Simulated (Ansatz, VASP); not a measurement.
# GeF2 (1T-GeF2 bilayer, AA): VASP beside Ansatz

Wanted: the spread between two codes on one cell, functional and k mesh. The structure shown is the start of the Ansatz relaxation below; VASP solves that cell, so the two are compared at the walk's first step.

Main program and level: Ansatz 0.2.0; plane waves, with VASP 6.6.1 beside it; single point at PBE with D3(BJ).

## Step 1: The structure

The cell holds 6 atoms: 4 F and 2 Ge. Its edges and angles: a = 2.413 Å, b = 2.413 Å, c = 44.603 Å, α = 90.0°, β = 90.0°, γ = 120.0°. Vacuum lies along c.

## Step 2: Ansatz: relaxation, PBE with D3(BJ)

Ansatz runs on its default PAW (the set named soft_2) files.

The two programs are compared at the cell with which this relaxation starts, whose forces are those of its first step.

Contents of input.yaml:

```yaml
crystal:
  lattice:
    - [2.41304, 0.0, 0.0]
    - [-1.20652, 2.0897539403, 0.0]
    - [0.0, 0.0, 44.602641722]
  atoms:
    - { symbol: F, position: [0.6666666667, 0.3333333333, 0.4237417173] }
    - { symbol: Ge, position: [0.0, 0.0, 0.4467372259] }
    - { symbol: F, position: [0.3333333333, 0.6666666667, 0.4697327345] }
    - { symbol: F, position: [0.6666666667, 0.3333333333, 0.5302672655] }
    - { symbol: Ge, position: [0.0, 0.0, 0.5532627741] }
    - { symbol: F, position: [0.3333333333, 0.6666666667, 0.5762582827] }
  periodic: [true, true, false]
kpoints:
  mp_grid: { grid: [18, 18, 1] }
hamiltonian:
  xc: pbe
  dispersion: d3bj
scf:
  occupations: { method: fermi_dirac, width: 0.05 }
  convergence: { dr2_threshold: 1.0e-09 }
relax:
  f_tol: 0.004
  max_steps: 90
  cell: {}
output:
  write_potential: true
  write_density: true
  volumetric_format: npy
```

Launch:

```console
> ansatz run input.yaml --threads 4 --pin off --max-ram 6144MiB --backend cpu --events-out ev --progress --plain --runs-dir out
```

Numbers of over 12 decimals in the logs are rounded to 6 here.

The program printed:

```text
Warning: relax.cell: scf.convergence.dr2_threshold = 1e-9 eV is looser than the 2.1251819373e-10 eV advised for a relaxation that steers and ends on the stress (1e-10 eV for each atom of the cell: 6, times the square of relax.cell.stress_2d_tol = 0.05 N/m over 16.8 Å (the atoms' height at the walk's start and 5 Å past either face), 2.976e-2 GPa, over a crystal's default 0.05). What an SCF threshold leaves in a stress goes as its square root, and in the free energy as the threshold itself, and one threshold admits the most on a small cell: [figures from the program's tests cut] Set scf.convergence.dr2_threshold to 2.1251819373e-10 eV or tighter. [rest of the remark cut]
Engine: ansatz 0.2.0, x86_64-unknown-linux-gnu
Pseudopotentials: kind: paw
Pseudopotential: F, paw, valence charge 7, recommended cutoff 420 eV (normal), F.paw.azcp
Pseudopotential: Ge, paw, valence charge 14, recommended cutoff 420 eV (normal), Ge.paw.azcp
Functional definition: PBE
  parameter kappa = 0.804
  parameter beta = 0.066725
  exchange = pbe_x(kappa = kappa, mu = beta*pi^2/3)
  correlation = pbe_c(beta = beta)
Crystal: 6 atoms, lattice volume = 224.916 Å³
Basis set: ecut = 420 eV, 4259 PW (Γ), exchange–correlation on 36×36×600 points (8 copies of the dense FFT grid, shifted against one another)
Bands: 34, of which v1, the nominal top of the filled ones, is band 28 counted from 1 (27 counted from 0)
Symmetry: 12 space group operations
Space group: P-3m1 (ITA 164), of the structure as read, at distance tolerance 6.1e-5 Å
k-points: 37 of 324
Non-local potential: F, projectors of the file, l = 0: 2, l = 1: 2, l = 2: 1
Non-local potential: Ge, projectors of the file, l = 0: 2, l = 1: 2, l = 2: 3, l = 3: 1
PAW form: soft (Blöchl's): semilocal exchange-correlation on the pseudo side does not see the compensation charge
PAW one-centre angular grid: F, 110 points (default); XC on 64 Gauss nodes
PAW one-centre angular grid: Ge, 590 points (default); XC on 64 Gauss nodes
Initial density: superposition of atomic densities (neutral atoms: chi_scale 0, normalization atom), corrected by the library's trained network
Initial wavefunctions: pseudopotential atomic-orbital guess
Functional: x = pbe(κ = 0.804, μ = 0.219515), c = pbe(β = 0.066725)
SCF iter   1: F=—  HF=-11793.889005 eV  |F-HF|=—  |Δ(HF+E_count)|=         —  Δρ=1.56e-2  dr2=4.61e1  ethr=1.77e-3  ⟨swp⟩=14.2  Hψ=22474  notcnv=0  defer=46
automatic band count: the SCF goes on with 40 bands, as 34 were too few: the levels above may hold too much charge
preconditioner: auto → LDOS  [metal: Δε(μ)=0.040 eV  Ē_g=25.473 eV  σ=0.050 eV  W_gap=0.20  n_scr=30 (ndim 8)  ℏωp=18.5 eV  f_vac=0.785  D(μ)=3.27/eV (n_scr^D=22)  β→1.0]
SCF iter   2: F=—  HF=-11793.845830 eV  |F-HF|=—  |Δ(HF+E_count)|=   4.32e-2  Δρ=1.61e-2  dr2=4.63e1  ethr=1.77e-3  ⟨swp⟩=5.4  Hψ=3083  notcnv=0  defer=160
SCF iter   3: F=—  HF=-11793.313294 eV  |F-HF|=—  |Δ(HF+E_count)|=   5.33e-1  Δρ=3.81e-3  dr2=1.25e0  ethr=1.77e-3  ⟨swp⟩=5.2  Hψ=3444  notcnv=0  defer=126
SCF iter   4: F=—  HF=-11793.284137 eV  |F-HF|=—  |Δ(HF+E_count)|=   2.92e-2  Δρ=1.15e-3  dr2=2.10e-1  ethr=1.77e-3  ⟨swp⟩=3.5  Hψ=2303  notcnv=0  defer=136
SCF iter   5: F=—  HF=-11793.285980 eV  |F-HF|=—  |Δ(HF+E_count)|=   1.84e-3  Δρ=4.75e-4  dr2=6.43e-3  ethr=3.75e-4  ⟨swp⟩=4.1  Hψ=2353  notcnv=0  defer=135
SCF iter   6: F=—  HF=-11793.294515 eV  |F-HF|=—  |Δ(HF+E_count)|=   8.54e-3  Δρ=1.36e-3  dr2=1.03e-1  ethr=1.15e-5  ⟨swp⟩=7.0  Hψ=4265  notcnv=0  defer=144
SCF iter   7: F=—  HF=-11793.293924 eV  |F-HF|=—  |Δ(HF+E_count)|=   5.91e-4  Δρ=2.93e-4  dr2=5.22e-3  ethr=1.15e-5  ⟨swp⟩=5.3  Hψ=2669  notcnv=0  defer=147
SCF iter   8: F=—  HF=-11793.293584 eV  |F-HF|=—  |Δ(HF+E_count)|=   3.40e-4  Δρ=1.48e-4  dr2=3.76e-3  ethr=9.33e-6  ⟨swp⟩=3.3  Hψ=2070  notcnv=0  defer=162
SCF iter   9: F=—  HF=-11793.293565 eV  |F-HF|=—  |Δ(HF+E_count)|=   1.91e-5  Δρ=1.41e-4  dr2=4.98e-3  ethr=6.71e-6  ⟨swp⟩=2.3  Hψ=1700  notcnv=0  defer=161
SCF iter  10: F=—  HF=-11793.293536 eV  |F-HF|=—  |Δ(HF+E_count)|=   2.92e-5  Δρ=1.63e-4  dr2=5.36e-3  ethr=6.71e-6  ⟨swp⟩=2.4  Hψ=1658  notcnv=0  defer=158
SCF iter  11: F=—  HF=-11793.293361 eV  |F-HF|=—  |Δ(HF+E_count)|=   1.75e-4  Δρ=2.01e-4  dr2=5.92e-3  ethr=6.71e-6  ⟨swp⟩=2.6  Hψ=1663  notcnv=0  defer=158
SCF iter  12: F=—  HF=-11793.293429 eV  |F-HF|=—  |Δ(HF+E_count)|=   6.83e-5  Δρ=1.87e-4  dr2=5.59e-3  ethr=6.71e-6  ⟨swp⟩=2.7  Hψ=1697  notcnv=0  defer=158
[...]
SCF 34 converged in 8 iterations: F = -11823.935638 eV  dr2 = 4.41e-11
relax step  34: F+E_penalty+E_count = -11823.93563843 eV  Δ(F+E_penalty+E_count) = -1.081e-3 eV  max|allowed force component| = 1.771e-3 eV/Å  Δτ_max = 0.0000 Å  P = -0.009 N/m  Ω = 503.586 Å³  fix = [c, alpha, beta]  reactions: c -0.000 N/m  stress off target by 9.05e-3 N/m on what of the cell is left free  SCF on the basis re-selected at this cell (its energy is not comparable with the rows above)  (8 SCF iters)
basis re-selected at this cell: Δ(F+E_penalty+E_count) = -1.081e-3 eV, ΔP = +0.009 N/m vs the last step (what re-selecting the basis moved, of the pressure what is left beyond the Pulay correction that the steps carried, after the strain that the cell walked since its last selection, with what the two solves' SCF thresholds leave and, on support functions, any second-order correction that the steps lacked; it is no m [...]
WARN: The output density's exchange-correlation potential varies sharply where the density is thin. Do not read a vacuum level from v_tot or v_xc, or from such a field of the output density. On a cell that repeats whose density bears no net charge and no dipole along the vacuum's axis use v_es (v_loc + v_h of the components); under efield.dipole_correction with no amplitude use v_es + v_field, which holds any externa [...]
dispersion: the relaxed geometry stands within reach of a switch of an atom's C6, across which e_disp changes (each atom's share, over what another start of this relaxation can change, by strains that relax.cell.fix and crystal.periodic leave, which move a neighbour at the mean distance by 0.05 Å at the most, and each atom moved with its periodic images by 0.025 Å at the most, and none along a coordinate that relax.c [...]
SCF converged after 8 iterations
an eigenvalue changed by more than its tolerance at an iteration that met the thresholds in force, so the SCF went on 2 times, its first undamped step at iteration 7: the last check found none over its tolerance
Free energy (F): -11823.935638 eV
Harris-Foulkes:  -11823.935638 eV  (|F-HF|=1.86e-10)
Internal energy: -11823.935638 eV  (E = F + TS)
E sigma→0 (E₀):  -11823.935638 eV
Fermi energy:    -5.688089 eV
--- Per-component energies (eV) ---
  E_band       = -1137.944211
  E_kinetic    = 1036.155857
  E_local      = -220641.388720  (includes V_loc(G=0)·N_el)
  E_nonlocal   = 1114.310227
  E_hartree    = 109370.560745
  E_xc         = -467.589380
  E_vxc        = -533.520212  (∫ρ·V_xc dr)
  E_paw        = -4822.136937  (= ΣΔE_a)
  E_vpaw       = -854.632571  (= ΣTr[D̂ρ^β])
  E_aug_tail   = 0.009008  (compensation charges beyond the density's cutoff)
  E_ewald      = 102586.677963
  E_disp       = -0.534401  (pairwise vdW)
  E_smearing   = -0.000000  (= −TS)
  E_closure    = 0.000000  (closes the sum)
  Σ components = -11823.935638   (vs F -11823.935638, Δ=0.00e0)
--- Forces (eV/Å), atoms counted from 1 ---
  atom   1  F     -0.00000000     0.00000000     0.00177076
  atom   2  Ge    -0.00000000     0.00000000     0.00038683
  atom   3  F      0.00000000    -0.00000000    -0.00126094
  atom   4  F     -0.00000000     0.00000000     0.00126094
  atom   5  Ge    -0.00000000    -0.00000000    -0.00038683
  atom   6  F     -0.00000000    -0.00000000    -0.00177076
  max |Σ_I F_I| component: 9.54e-18 eV/Å
--- 2D stress c σ (N/m, compression-positive) ---
       -0.009045      -0.000000       0.000000
       -0.000000      -0.009045       0.000000
        0.000000       0.000000      -0.000000
  P = ½ c Tr σ = -0.0090 N/m
--- Band table (eV; the first three rows and the last of 37) ---
  k-point 0: bands = [... 24 lower, -9.8680, -9.4401, -9.0604, -8.5431, -4.4720, -3.9132, -0.6346 (-0.6346°), -0.6346 (-0.6346°), ... 8 higher]
  k-point 1: bands = [... 24 lower, -9.7841, -9.4222, -8.9707, -8.5037, -4.4173, -3.8572, -0.7694 (-0.7694°), -0.7323 (-0.7323°), ... 8 higher]
  k-point 2: bands = [... 24 lower, -9.6692, -9.3895, -8.7360, -8.3886, -4.2621, -3.6986, -1.0854 (-1.0854°), -0.9613 (-0.9613°), ... 8 higher]
  k-point 36: bands = [... 24 lower, -9.4861, -9.4861, -7.0343, -6.9915, -2.2053, -1.6447, -1.3700, -1.3700, ... 8 higher]
  ° read free of the cell's end (the report's vacuum.weakly_bound_levels)
--- Relaxed structure (29 steps of the walk, 28 accepted, 5 SCFs on fresh bases) ---
  F+E_penalty+E_count = -11823.93563843 eV   max|allowed force component| = 1.771e-3 eV/Å   (the final SCF, on the basis selected at the relaxed cell)
  cell:  # Å, volume = 503.5855 Å³
    - [3.610697, 0, 0]
    - [-1.805348, 3.126955, 0]
    - [0, 0, 44.602641722]
  atoms:
    - { symbol: F, position: [0.666667, 0.333333, 0.428980] }
    - { symbol: Ge, position: [9.11765049893559e-18, 0, 0.451180] }
    - { symbol: F, position: [0.333333, 0.666667, 0.473269] }
    - { symbol: F, position: [0.666667, 0.333333, 0.526731] }
    - { symbol: Ge, position: [-9.117650498935581e-18, 0, 0.548820] }
    - { symbol: F, position: [0.333333, 0.666667, 0.571020] }
```

## Step 3: VASP: single point, PBE with D3(BJ), start cell

The same cell, functional, mesh and smearing now go to VASP, with its own data sets.

Lines of VASP's logs that name or quote its potential files are left out, and so is its time.

Contents of INCAR:

```
SYSTEM = GeF2
PREC = Accurate
ENCUT = 520
EDIFF = 1E-06
NELM = 120
ISMEAR = -1
SIGMA = 0.05
LREAL = .FALSE.
ALGO = Normal
GGA = PE
IVDW = 12
NBANDS = 34
LORBIT = 11
LWAVE = .FALSE.
LCHARG = .FALSE.
ISIF = 2
LDIPOL = .TRUE.
IDIPOL = 3
DIPOL = 0.5 0.5 0.5
LVHAR = .TRUE.
LASPH = .TRUE.
GGA_COMPAT = .FALSE.
EFERMI = MIDGAP
NELMDL = -8
KPAR = 2
```

Contents of POSCAR:

```
GeF2
1.0
    2.4130400000      0.0000000000      0.0000000000
   -1.2065200000      2.0897540000      0.0000000000
    0.0000000000      0.0000000000     44.6026420000
F Ge
4 2
Direct
    0.6666667464      0.3333334928      0.4237417147
    0.3333332536      0.6666665072      0.4697327347
    0.6666667464      0.3333334928      0.5302672653
    0.3333332536      0.6666665072      0.5762582853
    0.0000000000      0.0000000000      0.4467372135
    0.0000000000      0.0000000000      0.5532627641
```

Contents of KPOINTS:

```
Automatic mesh
0
Gamma
18 18 1
0 0 0
```

PAW data sets: F and Ge_d (PBE family, release 64).

Launch:

```console
> mpirun -np 2 vasp_std
```

The program printed:

```text
[banner, memory and clock lines left out]
running    2 mpi-ranks, on    1 nodes
 distrk:  each k-point on    1 cores,    2 groups
 distr:  one band on    1 cores,    1 groups

 POSCAR found type information on POSCAR F Ge
 POSCAR found :  2 types and       6 ions
 LDA part: xc-table for (Slater+PW92), standard interpolation
 POSCAR, INCAR and KPOINTS ok, starting setup
 FFT: planning ... GRIDC
 FFT: planning ... GRID_SOFT
 FFT: planning ... GRID
 WAVECAR not read
 entering main loop
       N       E                     dE             d eps       ncg     rms          rms(c)
DAV:   1     0.742393103871E+03    0.74239E+03   -0.30074E+04  3448   0.254E+03
DAV:   2     0.116757608855E+03   -0.62564E+03   -0.61401E+03  3352   0.762E+02
DAV:   3     0.653392463066E+01   -0.11022E+03   -0.10720E+03  3386   0.219E+02
DAV:   4     0.895908528183E+00   -0.56380E+01   -0.56111E+01  3112   0.629E+01
DAV:   5     0.708993187731E+00   -0.18692E+00   -0.18681E+00  3596   0.106E+01
DAV:   6     0.705067102756E+00   -0.39261E-02   -0.39246E-02  3586   0.134E+00
DAV:   7     0.704969114580E+00   -0.97988E-04   -0.97970E-04  3710   0.191E-01
DAV:   8     0.704965416217E+00   -0.36984E-05   -0.36979E-05  3498   0.335E-02    0.164E+01
DAV:   9     0.404982597292E+01    0.33449E+01   -0.97345E+00  3842   0.354E+01    0.784E+00
DAV:  10     0.415771665524E+01    0.10789E+00   -0.13665E+00  3166   0.104E+01    0.366E+00
DAV:  11     0.417366443835E+01    0.15948E-01   -0.41780E-01  3940   0.673E+00    0.804E-01
DAV:  12     0.418692881957E+01    0.13264E-01   -0.77377E-02  3658   0.264E+00    0.191E-01
DAV:  13     0.418665557909E+01   -0.27324E-03   -0.77666E-03  4050   0.946E-01    0.134E-01
DAV:  14     0.418666291959E+01    0.73405E-05   -0.15738E-03  3344   0.396E-01    0.256E-02
[...]
DAV:  20     0.418623589620E+01   -0.42516E-04   -0.33017E-05  2796   0.174E-02    0.211E-03
DAV:  21     0.418621894065E+01   -0.16956E-04   -0.50028E-06  2072   0.789E-03    0.126E-03
DAV:  22     0.418619466854E+01   -0.24272E-04   -0.13123E-05  2106   0.557E-03    0.178E-03
DAV:  23     0.418618971718E+01   -0.49514E-05   -0.14006E-06  2014   0.446E-03    0.684E-04
DAV:  24     0.418618179810E+01   -0.79191E-05   -0.31456E-06  1888   0.383E-03    0.519E-04
DAV:  25     0.418618053435E+01   -0.12638E-05   -0.23003E-07  1908   0.255E-03    0.396E-04
DAV:  26     0.418617866377E+01   -0.18706E-05   -0.38022E-07  1844   0.162E-03    0.148E-04
DAV:  27     0.418617779150E+01   -0.87227E-06   -0.16235E-07  1820   0.119E-03
   1 F= 0.31428181E+01 E0= 0.31520711E+01  d E =-.185059E-01
```

From OUTCAR (step 3):

```text
ion  position               nearest neighbor table
   1  0.667  0.333  0.424-   5 1.73   5 1.73   5 1.73
   2  0.333  0.667  0.470-   5 1.73   5 1.73   5 1.73
   3  0.667  0.333  0.530-   6 1.73   6 1.73   6 1.73
   4  0.333  0.667  0.576-   6 1.73   6 1.73   6 1.73
   5  0.000  0.000  0.447-   1 1.73   1 1.73   1 1.73   2 1.73   2 1.73   2 1.73
   6  0.000  0.000  0.553-   3 1.73   3 1.73   3 1.73   4 1.73   4 1.73   4 1.73

  LATTYP: Found a hexagonal cell.
 ALAT       =     2.4130400000
 C/A-ratio  =    18.4840044094

 Subroutine GETGRP returns: Found 12 space group operations
 (whereof 12 operations were pure point group operations)

The static configuration has the point symmetry D_3d.

 Found     37 irreducible k-points:

   k-points           NKPTS =     37   k-points in BZ     NKDIM =     37   number of bands    NBANDS=     34

   dimension x,y,z NGX =    18 NGY =   18 NGZ =  336
   dimension x,y,z NGXF=    36 NGYF=   36 NGZF=  672

   ENCUT  =  520.0 eV  38.22 Ry    6.18 a.u.   4.49  4.49 82.93*2*pi/ulx,y,z

   NELECT =      56.0000    total number of electrons

 k-points in reciprocal lattice and weights: Automatic mesh
   0.00000000  0.00000000  0.00000000       0.003
   0.05555556  0.00000000  0.00000000       0.019
   0.11111111  0.00000000  0.00000000       0.019
   0.16666667  0.00000000  0.00000000       0.019
   0.22222222  0.00000000  0.00000000       0.019
   0.27777778  0.00000000  0.00000000       0.019
   0.33333333  0.00000000  0.00000000       0.019
   0.38888889  0.00000000  0.00000000       0.019
   0.44444444  0.00000000  0.00000000       0.019
[...]
0.33333333  0.27777778  0.00000000       0.037
   0.33333333  0.33333333  0.00000000       0.006

 dipolmoment           0.000000      0.000000      0.000006 electrons x Angstroem

 average (electrostatic) potential at core
       1 -86.1649       2 -86.3090       3 -86.3090       4 -86.1648       5 -83.1475
       6 -83.1474

 E-fermi :   1.7328

 k-point     1 :       0.0000    0.0000    0.0000
  band No.  band energies     occupation
    ...
     26     -10.1851      2.00000
     27      -2.9875      2.00000
     28      -2.3608      2.00000
     29       1.1004      1.99999
     30       1.3907      1.99787
     31       2.0486      0.00361
     32       2.0952      0.00142
     33       3.3258      0.00000
     34       3.3373      0.00000

 k-point     2 :       0.0556    0.0000    0.0000
  band No.  band energies     occupation
    ...
     26     -10.1880      2.00000
     27      -2.7882      2.00000
     28      -2.1886      2.00000
     29       1.2928      1.99970
     30       1.5665      1.93068
     31       2.1814      0.00025
     32       2.2533      0.00006
     33       3.4305      0.00000
     34       3.4420      0.00000

 k-point     3 :       0.1111    0.0000    0.0000
  band No.  band energies     occupation
    ...
     25     -10.2171      2.00000
     26     -10.2074      2.00000
     27      -2.2671      2.00000
     28      -1.7386      2.00000
     29       1.7794      0.56520
     30       1.9901      0.01158
     31       2.5956      0.00000
     32       2.7601      0.00000
     33       3.7436      0.00000
     34       3.7562      0.00000

 Edisp (eV)   -1.04336

  Total      88.72274    88.72275    89.83510     0.00000    -0.00000     0.00000
  in kB     632.01194   632.01197   639.93576     0.00000    -0.00000     0.00000
  external pressure =      634.65 kB  Pullay stress =        0.00 kB

  energy-cutoff  :      520.00
  volume of cell :      224.92
      direct lattice vectors                 reciprocal lattice vectors
     2.413040000  0.000000000  0.000000000     0.414415012  0.239262612  0.000000000
    -1.206520000  2.089754000  0.000000000     0.000000000  0.478525224  0.000000000
     0.000000000  0.000000000 44.602642000     0.000000000  0.000000000  0.022420197

 POSITION                                       TOTAL-FORCE (eV/Angst)
 -----------------------------------------------------------------------------------
      1.20652      0.69658     18.90000         0.000000      0.000000    -21.795681
      0.00000      1.39317     20.95132        -0.000000     -0.000000     21.986942
      1.20652      0.69658     23.65132         0.000000      0.000000    -21.986942
      0.00000      1.39317     25.70264         0.000000      0.000000     21.795681
      0.00000      0.00000     19.92566         0.000000      0.000000     -0.261630
      0.00000      0.00000     24.67698         0.000000      0.000000      0.261630
 -----------------------------------------------------------------------------------
    total drift:                               -0.000000      0.000000      0.002239

  FREE ENERGIE OF THE ION-ELECTRON SYSTEM (eV)
  ---------------------------------------------------
  free  energy   TOTEN  =         3.1428181051 eV

  energy  without entropy=        3.1613240414  energy(sigma->0) =        3.15207107

 vacuum level on the upper side and lower side of the slab         3.491         3.491

 total charge
# of ion       s       p       d       tot
------------------------------------------
    1        1.826   4.534   0.000   6.360
    2        1.829   4.535   0.000   6.364
    3        1.829   4.535   0.000   6.364
    4        1.826   4.534   0.000   6.360
    5        1.390   1.479  10.754  13.623
    6        1.390   1.479  10.754  13.623
--------------------------------------------------
tot         10.090  21.094  21.508  52.693

[... 3 further parts left out ...]
```

## Step 4: Differences

Known differences besides the potentials themselves: Ansatz cuts the interaction across the vacuum, VASP repeats the sheet with a dipole correction; the cutoff is 420 eV in Ansatz and 520 eV in VASP. Total energies have different zeros and are not compared.

Forces (eV/Å; atoms numbered as in POSCAR):

| atom | Ansatz x, y, z | VASP x, y, z |
| --- | --- | --- |
| F1 | 0.000, 0.000, -21.515 | 0.000, 0.000, -21.796 |
| F2 | 0.000, 0.000, 21.718 | 0.000, 0.000, 21.987 |
| F3 | 0.000, 0.000, -21.718 | 0.000, 0.000, -21.987 |
| F4 | 0.000, 0.000, 21.515 | 0.000, 0.000, 21.796 |
| Ge5 | 0.000, 0.000, -0.275 | 0.000, 0.000, -0.262 |
| Ge6 | 0.000, 0.000, 0.275 | 0.000, 0.000, 0.262 |

The forces differ by 130 meV/Å r.m.s., which is 1.3 % of the r.m.s. force of 10.320 eV/Å (both taken over all components). With vacuum in the cell, a pressure given here is an average over mostly empty space and none of the material.

## Step 5: Results

| Property | Result |
| --- | --- |
| r.m.s. force difference (single point, PBE with D3(BJ), start cell) | 1.3 % of the r.m.s. force |

The r.m.s. force difference is 1.3 % of the r.m.s. force (single point, PBE with D3(BJ), start cell), within the 3 % picked in this series as the mark of a large difference. 1 further run of this series is not shown here. Such differences can come from data sets, numerical settings and the points named under the comparisons, not from the functional's error against experiment.

[Lines on the potential files, build, host, timing and source positions are cut from VASP's logs without a mark.]

[Logs are printed without paths, hosts, clocks, repeated set-up lines and the standing remarks that a program may print on its own settings, such as how far it seeks lower states.]

[Hosts, paths, dates, database ids (printed as entryN), source tags and the programs' standing remarks are cut or masked in the printed files.]
